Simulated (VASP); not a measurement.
Data:

```xyz
1
Lattice="-1.4309 1.4309 1.4309 1.4309 -1.4309 1.4309 1.4309 1.4309 -1.4309" Properties=species:S:1:pos:R:3 pbc="T T T"
Fe     0.0000     0.0000     0.0000
```
Starting moments (μB, in the order of the record's atoms Fe): 2.2.

Level of theory: PBE GGA, VASP's PBE PAW potentials (set 64) (plane waves; VASP 6.6.1). Settings: 520 eV cut-off, 18×18×18 Γ-centred mesh, first-order Methfessel-Paxton smearing of 0.10 eV, potentials Fe.

Question: The job: Fe (bcc), 1 atom, PBE, static run, 520 eV, 18×18×18 Γ-centred mesh. Roughly how much core time does it take on a busy server core?

Answer: About 20 core-seconds (one run on a shared machine, a rough figure). It had 195 irreducible k-points, 9 bands, up to 329 plane waves and 14 electronic steps.

The compound is Fe in the bcc structure. This cell is one point of a volume scan, at 1.03 of the reference volume.
